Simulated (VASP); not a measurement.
Energy against volume of PbTe (rock salt). Computed with optB88-vdW, VASP's PBE PAW potentials (set 64) (plane waves; VASP).

```tsv
V (Å³/atom)	E (eV/atom)
33.052	-1.18403
34.107	-1.19810
35.162	-1.20260
36.216	-1.19900
37.271	-1.18853
```

Q: Fit a third-order Birch-Murnaghan equation of state.

A: 
| Item | Result |
|---|---|
| volume per atom | 35.19 Å³/atom |
| bulk modulus | 40.8 GPa |
| pressure derivative of the bulk modulus | 4.53 |
| lattice constant a | 655.4 pm |

Measured: bulk modulus 39.8 GPa at 300 K (computed value off by +2.4 %), as given by Kerstin Hummer et al., Physical Review B (2007), doi:10.1103/physrevb.75.195211; a 6.438 Å at 120 K (computed value off by +1.8 %), as given by Noda, Masumoto, Ohba, Saito, Toriumi, Iwata, Shibuya, Acta Cryst. C 43, 1443 (1987), by a structure database's card. The calculation is for a static lattice, while the measured bulk modulus, a hold thermal and zero-point effects, which are part of the difference.

The compound is PbTe in the rock salt structure. It was relaxed first.
